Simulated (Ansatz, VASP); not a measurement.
# Mg35Ir: VASP beside Ansatz, part 2 of 2

Aim: how closely do two programs agree when they are given the same cell, functional and k mesh? The structure shown is the end of the VASP relaxation below.

VASP 6.6.1 and Ansatz 0.2.0.

So far: Starting point; VASP: relaxation, PBEsol.

**3. Ansatz: single point, PBEsol**

Level of this step: Ansatz beside VASP: Kohn-Sham DFT, plane waves, PBEsol (Ansatz).

Ansatz runs on its default PAW (the set named soft_2) files.

The same cell, functional, mesh and smearing now go to Ansatz, which takes its cutoff from its data sets.

File input.yaml:

```yaml
crystal:
  lattice:
    - [9.55074054, 0.0, 0.0]
    - [-4.77537027, 8.27118393, 0.0]
    - [0.0, 0.0, 10.22094447]
  atoms:
    - { symbol: Ir, position: [0.99999931, 0.99999967, 0.99999979], spin: 0.6 }
    - { symbol: Mg, position: [5.0e-08, 0.99999997, 0.50000004] }
    - { symbol: Mg, position: [0.99588333, 0.31288671, 5.0e-08] }
    - { symbol: Mg, position: [0.00160341, 0.33155536, 0.49999997] }
    - { symbol: Mg, position: [0.99588203, 0.68299647, 3.0e-08] }
    - { symbol: Mg, position: [0.00160414, 0.67004869, 0.49999997] }
    - { symbol: Mg, position: [0.31700353, 0.00411803, 1.0e-08] }
    - { symbol: Mg, position: [0.32995136, 0.99839588, 0.49999998] }
    - { symbol: Mg, position: [0.31700261, 0.31288588, 1.0e-08] }
    - { symbol: Mg, position: [0.32995116, 0.3315546, 0.49999996] }
    - { symbol: Mg, position: [0.33333298, 0.66666703, 1.0e-08] }
    - { symbol: Mg, position: [0.33333304, 0.66666701, 0.5] }
    - { symbol: Mg, position: [0.68711328, 0.00411669, 3.0e-08] }
    - { symbol: Mg, position: [0.66844466, 0.99839663, 0.49999995] }
    - { symbol: Mg, position: [0.66666709, 0.33333295, 0.0] }
    - { symbol: Mg, position: [0.66666687, 0.33333315, 0.50000001] }
    - { symbol: Mg, position: [0.68711409, 0.68299738, 4.0e-08] }
    - { symbol: Mg, position: [0.66844539, 0.67004886, 0.49999997] }
    - { symbol: Mg, position: [0.10456222, 0.20912288, 0.23549759], spin: 0.6 }
    - { symbol: Mg, position: [0.10456233, 0.20912303, 0.76450243], spin: 0.6 }
    - { symbol: Mg, position: [0.11008215, 0.55504104, 0.24754308] }
    - { symbol: Mg, position: [0.11008209, 0.55504103, 0.75245691] }
    - { symbol: Mg, position: [0.10456147, 0.89543858, 0.23549731], spin: 0.6 }
    - { symbol: Mg, position: [0.10456147, 0.89543859, 0.76450277] }
    - { symbol: Mg, position: [0.44699314, 0.22349667, 0.25252433] }
    - { symbol: Mg, position: [0.44699309, 0.2234966, 0.74747561] }
    - { symbol: Mg, position: [0.44495849, 0.55504149, 0.24754319] }
    - { symbol: Mg, position: [0.4449585, 0.55504153, 0.75245678] }
    - { symbol: Mg, position: [0.44495901, 0.88991795, 0.24754307] }
    - { symbol: Mg, position: [0.44495896, 0.88991784, 0.75245693] }
    - { symbol: Mg, position: [0.7765039, 0.22349624, 0.25252426] }
    - { symbol: Mg, position: [0.7765038, 0.22349613, 0.74747573] }
    - { symbol: Mg, position: [0.77650341, 0.55300691, 0.25252437] }
    - { symbol: Mg, position: [0.77650338, 0.55300694, 0.74747566] }
    - { symbol: Mg, position: [0.79087706, 0.89543776, 0.23549763] }
    - { symbol: Mg, position: [0.79087716, 0.89543783, 0.7645025] }
hamiltonian:
  xc: pbesol
  pseudopotentials: { kind: paw }
magnetization:
  spin_polarized: true
kpoints:
  mp_grid: { grid: [4, 4, 4] }
scf:
  occupations: { method: methfessel_paxton, width: 0.2 }
  n_extra_bands: 16
output:
  forces: true
  eigenvalues: true
  write_density: true
  write_potential: true
  elf: true
  volumetric_format: npy
```

Launch:

```sh
$ ansatz run input.yaml --threads 8 --pin off --max-ram 18432MiB --backend cpu --events-out ev --progress --plain --runs-dir out
```

Numbers of over 12 decimals in the logs are rounded to 6 here.

Log:

```text
Warning: the band count 200 (scf.n_extra_bands) hosts the net moment |M| = 2.4000 μB (N_el = 367) but caps the reachable moment at 2·n_bands − N_el = 33.0000 μB, below the 222 bands that the automatic rule leaves for it — a moment growing past the seed, or the majority channel's smearing tail, pins there with fewer empty majority states than that count leaves; raise or omit scf.n_extra_bands unless the cap is intended
scf.n_extra_bands = 16 over 184 filled bands (N_el = 367.0): the run solves 200 bands
Engine: ansatz 0.2.0, aarch64-unknown-linux-gnu
Pseudopotentials: kind: paw
Pseudopotential: Ir, paw, valence charge 17, recommended cutoff 420 eV (normal), Ir.paw.azcp
Pseudopotential: Mg, paw, valence charge 10, recommended cutoff 420 eV (normal), Mg.paw.azcp
Functional definition: PBEsol
  exchange = pbesol_x
  correlation = pbesol_c
Crystal: 36 atoms, lattice volume = 807.413 Å³
Basis set: ecut = 420 eV, 15731 PW (Γ), exchange–correlation on 128×128×144 points (8 copies of the dense FFT grid, shifted against one another)
Bands: 200, of which v1, the nominal top of the filled ones, is band 184 counted from 1 (183 counted from 0)
Symmetry: 1 space group operations
Space group: P1 (ITA 1), of the structure as read, at distance tolerance 9.3e-5 Å
Magnetic group: BNS 1.1 (UNI 1), of the structure as read, at distance tolerance 9.3e-5 Å
k-points: 36 of 64 (time reversal used)
Non-local potential: Ir, projectors of the file, l = 0: 3, l = 1: 2, l = 2: 2, l = 3: 1
Non-local potential: Mg, projectors of the file, l = 0: 3, l = 1: 2, l = 2: 1
PAW form: soft (Blöchl's): semilocal exchange-correlation on the pseudo side does not see the compensation charge
PAW frozen core: Ir, regenerated for the run's functional, and the local potential with it (the file was generated under x = pbe(κ = 0.804, μ = 0.219515), c = pbe(β = 0.066725))
PAW frozen core: Mg, regenerated for the run's functional, and the local potential with it (the file was generated under x = pbe(κ = 0.804, μ = 0.219515), c = pbe(β = 0.066725))
PAW one-centre angular grid: Ir, 590 points (default); XC on 64 Gauss nodes
PAW one-centre angular grid: Mg, 110 points (default); XC on 64 Gauss nodes
Initial density: superposition of atomic densities (chi_scale 0.1, normalization cell, long waves kept (reshape's long-wave potential 0.36 eV rms))
Starting moments: Σ|m| = 2.4 μB on 4 of 36 sites
Initial wavefunctions: pseudopotential atomic-orbital guess
Functional: x = pbesol(κ = 0.804, μ = 0.123457), c = pbesol(β = 0.046)
SCF iter   1: F=—  HF=-78715.065198 eV  |F-HF|=—  |Δ(HF+E_count)|=         —  Δρ=3.81e-2 (↑3.81e-2 ↓3.45e-2)  dr2=1.27e2  dr2_m=2.23e0  M=0.315 μB ∫|m|=0.643 μB  β_m=0.30  ethr=3.10e-3  ⟨swp⟩=5.0  Hψ=48387  notcnv=0
Mixer restart at iter 1: flushing history
preconditioner: auto → Kerker (q_TF=auto, 2.392 Å⁻¹)  [metal: Δε(μ)=0.018 eV  Ē_g=3.732 eV  σ=0.200 eV  W_gap=0.05  n_scr=210 (ndim 8)  ℏωp=11.6 eV  f_vac=0.000  D(μ)=13.61/eV (n_scr^D=70)]
spin=Collinear: Kerker preconditioning applied to the charge; magnetization (m = ρ↑ − ρ↓) channel mixes plain (no charge-response kernel on spin).
SCF iter   2: F=—  HF=-78722.001378 eV  |F-HF|=—  |Δ(HF+E_count)|=    6.94e0  Δρ=1.74e-2 (↑1.74e-2 ↓1.46e-2)  dr2=2.48e1  dr2_m=1.14e0  M=0.202 μB ∫|m|=0.324 μB  β_m=0.38  ethr=3.10e-3  ⟨swp⟩=3.0  Hψ=33634  notcnv=0  defer=178
SCF iter   3: F=—  HF=-78719.972661 eV  |F-HF|=—  |Δ(HF+E_count)|=    2.03e0  Δρ=8.17e-3 (↑8.17e-3 ↓7.80e-3)  dr2=6.78e0  dr2_m=2.87e-1  M=0.107 μB ∫|m|=0.176 μB  β_m=0.65  ethr=3.10e-3  ⟨swp⟩=2.1  Hψ=19313  notcnv=0  defer=200
SCF iter   4: F=—  HF=-78721.085310 eV  |F-HF|=—  |Δ(HF+E_count)|=    1.11e0  Δρ=4.19e-3 (↑4.07e-3 ↓4.19e-3)  dr2=1.58e0  dr2_m=8.41e-3  M=-0.001 μB ∫|m|=0.030 μB  β_m=0.83  ethr=1.85e-3  ⟨swp⟩=2.1  Hψ=23067  notcnv=0  defer=203
SCF iter   5: F=—  HF=-78721.284591 eV  |F-HF|=—  |Δ(HF+E_count)|=   1.99e-1  Δρ=1.70e-3 (↑1.46e-3 ↓1.70e-3)  dr2=3.01e-1  dr2_m=2.33e-4  M=-0.000 μB ∫|m|=0.019 μB  β_m=0.91  ethr=4.30e-4  ⟨swp⟩=2.0  Hψ=18418  notcnv=0  defer=197
SCF iter   6: F=—  HF=-78721.286696 eV  |F-HF|=—  |Δ(HF+E_count)|=   2.11e-3  Δρ=3.86e-4 (↑3.78e-4 ↓3.86e-4)  dr2=2.04e-2  dr2_m=5.80e-6  M=-0.001 μB ∫|m|=0.007 μB  β_m=0.96  ethr=8.20e-5  ⟨swp⟩=2.0  Hψ=18624  notcnv=0  defer=195
SCF iter   7: F=—  HF=-78721.287437 eV  |F-HF|=—  |Δ(HF+E_count)|=   7.41e-4  Δρ=1.44e-4 (↑1.44e-4 ↓1.34e-4)  dr2=2.62e-3  dr2_m=8.72e-7  M=-0.000 μB ∫|m|=0.003 μB  β_m=0.89  ethr=5.57e-6  ⟨swp⟩=2.0  Hψ=17472  notcnv=0  defer=196
SCF iter   8: F=—  HF=-78721.287873 eV  |F-HF|=—  |Δ(HF+E_count)|=   4.36e-4  Δρ=7.50e-5 (↑7.50e-5 ↓7.10e-5)  dr2=7.27e-4  dr2_m=1.64e-7  M=-0.000 μB ∫|m|=0.001 μB  β_m=0.94  ethr=7.15e-7  ⟨swp⟩=2.0  Hψ=16334  notcnv=0  defer=196
SCF iter   9: F=—  HF=-78721.288053 eV  |F-HF|=—  |Δ(HF+E_count)|=   1.80e-4  Δρ=3.10e-5 (↑2.97e-5 ↓3.10e-5)  dr2=1.29e-4  dr2_m=1.49e-8  M=0.000 μB ∫|m|=0.000 μB  β_m=0.97  ethr=1.98e-7  ⟨swp⟩=2.0  Hψ=17062  notcnv=0  defer=197
SCF iter  10: F=—  HF=-78721.116180 eV  |F-HF|=—  |Δ(HF+E_count)|=         —  Δρ=8.48e-5 (↑8.48e-5 ↓8.43e-5)  dr2=1.78e-3  dr2_m=1.19e-9  M=0.000 μB ∫|m|=0.000 μB  β_m=0.97  ethr=3.51e-8  ⟨swp⟩=2.1  Hψ=17771  notcnv=0  defer=197
Mixer restart at iter 10: flushing history
iteration 10: the input's own smearing fills from here on; a Gaussian of 0.2 eV has filled iterations ahead of it
SCF iter  11: F=—  HF=-78721.116102 eV  |F-HF|=—  |Δ(HF+E_count)|=   7.82e-5  S|Δr|=    0.00e0  Δρ=1.10e-4 (↑1.10e-4 ↓1.10e-4)  dr2=1.02e-3  dr2_m=1.49e-10  M=0.000 μB ∫|m|=0.000 μB  β_m=0.83  ethr=3.51e-8  ⟨swp⟩=3.0  Hψ=29151  notcnv=0  defer=197
SCF iter  12: F=—  HF=-78721.116057 eV  |F-HF|=—  |Δ(HF+E_count)|=   4.46e-5  S|Δr|=    0.00e0  Δρ=8.73e-5 (↑8.73e-5 ↓8.71e-5)  dr2=7.86e-4  dr2_m=6.90e-11  M=0.000 μB ∫|m|=0.000 μB  β_m=0.66  ethr=3.51e-8  ⟨swp⟩=3.0  Hψ=29223  notcnv=0  defer=197
SCF iter  13: F=—  HF=-78721.115989 eV  |F-HF|=—  |Δ(HF+E_count)|=   6.79e-5  S|Δr|=    0.00e0  Δρ=1.79e-5 (↑1.79e-5 ↓1.79e-5)  dr2=3.17e-5  dr2_m=3.01e-12  M=0.000 μB ∫|m|=0.000 μB  β_m=0.83  ethr=3.51e-8  ⟨swp⟩=2.1  Hψ=24950  notcnv=0  defer=197
SCF iter  14: F=—  HF=-78721.115947 eV  |F-HF|=—  |Δ(HF+E_count)|=   4.25e-5  S|Δr|=    0.00e0  Δρ=2.27e-6 (↑2.27e-6 ↓2.27e-6)  dr2=3.36e-7  dr2_m=1.02e-13  M=-0.000 μB ∫|m|=0.000 μB  β_m=0.89  ethr=8.64e-9  ⟨swp⟩=2.0  Hψ=15923  notcnv=0  defer=197
SCF iter  15: F=-78721.115947 eV  HF=-78721.115947 eV  |F-HF|=5.89e-9  |Δ(HF+E_count)|=   6.62e-8  S|Δr|=    0.00e0  Δρ=3.72e-7 (↑3.71e-7 ↓3.72e-7)  dr2=1.00e-8  dr2_m=5.22e-14  M=-0.000 μB ∫|m|=0.000 μB  ethr=2.72e-11  ⟨swp⟩=14.7  Hψ=100542  notcnv=0
SCF 1 converged in 15 iterations: F = -78721.115947 eV  dr2 = 1.00e-8
  greatest PAW one-centre occupation: 1.000 electrons in one spin orbital (limit 2), on the Mg atom at site 24 (counted from 0), in its partial waves of l = 0
WARN: the starting moments were not kept: the SCF closed with an absolute magnetisation of 1.0e-6 μB, where they sum to 2.4 μB in size (4 sites). That is at most 0.1 of that sum. Measured as dr2_m measures the in/out step, that magnetisation stands 1.5e-14 eV from none, at or under the dr2_threshold of 1.0e-7 eV: it is no larger than a step whose dr2_m would equal this threshold. The system may hold no moment; this S [...]
this state was not tested for a lower state beside it, because cold or Methfessel-Paxton smearing, or corrected tetrahedra, fill the levels in a way that the test cannot read (fill_not_monotonic; see scf.lower_state_search)
SCF converged after 15 iterations
Magnetization: -0.0000 μB (183.5000 up, 183.5000 down)
Absolute magnetization: 0.0000 μB (∫|ρ↑−ρ↓|, with the PAW one-centre terms)
Spin contamination: 0.0000 ħ² per cell (⟨S²⟩ above its minimum at these occupations)
Per-site moments (μB) at R_I (Å): [(1.8595484667177307e-7, 1.222664), (-1.1001898823909456e-8, 1.303072), (-1.7508969180544558e-8, 1.216455), (8.880878453850495e-9, 1.293587), (-1.8271602558286362e-8, 1.216449), (1.1469147922361136e-8, 1.293583), (-1.724600478405916e-8, 1.216448), (7.89178020065637e-9, 1.293583), (-1.8582597893321818e-8, 1.216448), (1.2008155353302184e-8, 1.293587), (-4.4871506586016487e-10, 1.292072 [...]
Free energy (F): -78721.115947 eV
Harris-Foulkes:  -78721.115947 eV  (|F-HF|=5.89e-9)
Internal energy: -78721.085316 eV  (E = F + TS)
E sigma→0 (E₀):  -78721.108289 eV
Entropy (-TS):   -0.030631 eV (-0.851 meV/atom)
Fermi energy:    5.967816 eV
Step filling:    the computed levels leave a gap of 0.0000 eV = 0.0 smearing widths at the electron count; against every level under it full and every level over it empty, smearing changes F+E_penalty+E_count by -7.256 meV and its σ→0 estimate by +0.402 meV
--- Per-component energies (eV) ---
  E_band       = -12711.084992
  E_kinetic    = 3242.912668
  E_local      = -59073.731051  (includes V_loc(G=0)·N_el)
  E_nonlocal   = 3448.171226
  E_hartree    = 21210.450926
  E_xc         = -1250.169033
  E_vxc        = -1574.956643  (∫ρ·V_xc dr)
  E_paw        = -18932.719264  (= ΣΔE_a)
  E_vpaw       = -1174.380845  (= ΣTr[D̂ρ^β])
  E_aug_tail   = -0.000014  (compensation charges beyond the density's cutoff)
  E_ewald      = -27368.326237
  E_core_change = 2.325464  (= ΣΔE_core)
  E_smearing   = -0.030631  (= −TS)
  E_closure    = 0.000000  (closes the sum)
  Σ components = -78721.115947   (vs F -78721.115947, Δ=0.00e0)
--- Forces (eV/Å), atoms counted from 1 ---
  atom   1  Ir     0.00001550     0.00000492     0.00000639
  atom   2  Mg    -0.00000358     0.00000209    -0.00000077
  atom   3  Mg     0.00637058     0.00693048    -0.00000220
  atom   4  Mg     0.00184596     0.01433321     0.00000101
  atom   5  Mg     0.00922974     0.00205919    -0.00000075
  atom   6  Mg     0.01331906    -0.00558557     0.00000110
  atom   7  Mg     0.00283364    -0.00902521    -0.00000024
  atom   8  Mg     0.01149624    -0.00874223     0.00000040
  atom   9  Mg    -0.00635889     0.00697230    -0.00000053
  atom  10  Mg    -0.00182980     0.01435490     0.00000063
  atom  11  Mg     0.00000269    -0.00000204    -0.00000026
  atom  12  Mg     0.00001531    -0.00000952    -0.00000060
  atom  13  Mg    -0.00281620    -0.00898425    -0.00000040
  atom  14  Mg    -0.01148966    -0.00876568     0.00000151
  atom  15  Mg    -0.00001630     0.00000854    -0.00000024
  atom  16  Mg    -0.00000711     0.00000420    -0.00000061
  atom  17  Mg    -0.00921623     0.00202284    -0.00000089
  atom  18  Mg    -0.01334591    -0.00559276     0.00000115
  atom  19  Mg    -0.00002704     0.01190032    -0.00453228
  atom  20  Mg    -0.00002833     0.01189790     0.00453111
  atom  21  Mg    -0.00506377    -0.00291958    -0.01643878
  atom  22  Mg    -0.00506383    -0.00292012     0.01643919
  atom  23  Mg     0.01031688    -0.00595822    -0.00453130
  atom  24  Mg     0.01031683    -0.00595787     0.00452910
[...]
atom  29  Mg    -0.00000359     0.00584416    -0.01643915
  atom  30  Mg    -0.00000354     0.00584631     0.01643875
  atom  31  Mg     0.00165933    -0.00095938     0.01404483
  atom  32  Mg     0.00166059    -0.00095755    -0.01404454
  atom  33  Mg     0.00000025     0.00191708     0.01404562
  atom  34  Mg     0.00000094     0.00191629    -0.01404642
  atom  35  Mg    -0.01031930    -0.00592777    -0.00453376
  atom  36  Mg    -0.01032036    -0.00592812     0.00453098
  max |Σ_I F_I| component: 5.53e-7 eV/Å
--- Band table (eV; the first three rows and the last of 72) ---
  k-point 0 ↑: bands = [... 180 lower, 6.4018, 6.4340, 6.4340, 6.4509, 6.4510, 6.4891, 6.5897, 6.5897, ... 12 higher]
  k-point 1 ↑: bands = [... 180 lower, 5.7090, 5.7090, 5.7350, 5.9511, 6.0853, 6.2055, 6.2055, 6.3610, ... 12 higher]
  k-point 2 ↑: bands = [... 180 lower, 5.7467, 5.7950, 5.8004, 5.8005, 5.8139, 5.8139, 5.9040, 6.2183, ... 12 higher]
  k-point 35 ↓: bands = [... 180 lower, 5.7996, 5.8336, 5.8470, 5.8713, 5.8986, 6.5127, 6.5154, 6.5341, ... 12 higher]
```

The job ended after 12 min (8 threads of Arm Neoverse N1, shared host; peak memory 11 GiB; 1.6 h of CPU time).

**4. Side by side**

Known differences besides the potentials themselves: the data sets hold 367 valence electrons in Ansatz (default PAW (the set named soft_2) files) and 79 in VASP; the cutoff is 420 eV in Ansatz and 300 eV in VASP (PREC = Normal, projectors in real space); Ansatz makes its cores anew for this functional, VASP keeps those of its PBE data sets. Total energies have different zeros and are not compared.

**5. Outcome**

```
r.m.s. force difference (single point, PBEsol) : 0.59 meV/Å
```

In words: The r.m.s. force difference is 0.59 meV/Å (single point, PBEsol), within the 12 meV/Å picked in this series as the mark of a large difference. How closely two codes agree says nothing of how well the functional describes the real material.

[Lines on the potential files, build, host, timing and source positions are cut from VASP's logs without a mark.]

[Logs are printed without paths, hosts, clocks, repeated set-up lines and the standing remarks that a program may print on its own settings, such as how far it seeks lower states.]

[Hosts, paths, dates, database ids (printed as entryN), source tags and the programs' standing remarks are cut or masked in the printed files.]
